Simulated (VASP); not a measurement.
An input for Quantum ESPRESSO's pw.x (written as the equivalent of a VASP run, and not itself run):

```
&CONTROL
  calculation = 'vc-relax'
  pseudo_dir = './pseudo'
  outdir = './out'
  tprnfor = .true.
  tstress = .true.
  nstep = 60
  forc_conv_thr = 0.00078
/
&SYSTEM
  ibrav = 0
  nat = 3
  ntyp = 2
  ecutwfc = 84
  occupations = 'smearing'
  smearing = 'gaussian'
  degauss = 0.003675
  input_dft = 'pbe'
  vdw_corr = 'grimme-d3'
  dftd3_version = 3
  dftd3_threebody = .false.
/
&ELECTRONS
  conv_thr = 7.3e-08
  electron_maxstep = 100
/
&IONS
/
&CELL
/
ATOMIC_SPECIES
  Pt 195.084 Pt.upf
  S 32.060 S.upf
CELL_PARAMETERS angstrom
     1.8023761   -3.1218070    0.0000000
     1.8023761    3.1218070   -0.0000000
     0.0000000   -0.0000000    4.6304494
ATOMIC_POSITIONS crystal
  Pt   0.0000000  0.0000000  0.0000000
  S    0.3333330  0.6666670  0.2567012
  S    0.6666670  0.3333330  0.7432988
K_POINTS automatic
  6 6 5 0 0 0
```

Task: Write the VASP files for the same calculation (PBE-D3 (zero damping)).

Result: One answer among several that fit: 
File KPOINTS:
```
Automatic mesh
0
Gamma
6 6 5
0 0 0
```

POSCAR:
```
PtS2
1
    1.8023760725    -3.1218070064     0.0000000000
    1.8023760725     3.1218070064    -0.0000000000
    0.0000000000    -0.0000000000     4.6304493645
Pt S
1 2
Direct
  0.0000000000   0.0000000000   0.0000000000
  0.3333330000   0.6666670000   0.2567011999
  0.6666670000   0.3333330000   0.7432988001
```

### INCAR
```
SYSTEM = PtS2
PREC = Accurate
ENCUT = 520
EDIFF = 1E-6
NELM = 100
ALGO = Normal
LREAL = .FALSE.
LASPH = .TRUE.
ISMEAR = 0
SIGMA = 0.05
GGA = PE
IVDW = 11
LMAXMIX = 6
LWAVE = .FALSE.
LCHARG = .FALSE.
IBRION = 2
ISIF = 3
NSW = 60
EDIFFG = -0.02
```

POTCAR, in this order: Pt S (PBE.64 set). Program: vasp_std.

Limits of the translation: the potentials are each code's own (VASP's PAW set, PseudoDojo norm-conserving files in pw.x), so ENCUT and ecutwfc are chosen apart and not converted; conv_thr bounds pw.x's estimated SCF error, while EDIFF bounds the energy change between steps; forc_conv_thr acts on force components and is met together with etot_conv_thr.

The compound is PtS2 in the 1T layered structure. This run relaxes it. Symmetry was kept, so distortions that lower it aren't found. The start is the result of an earlier pass.
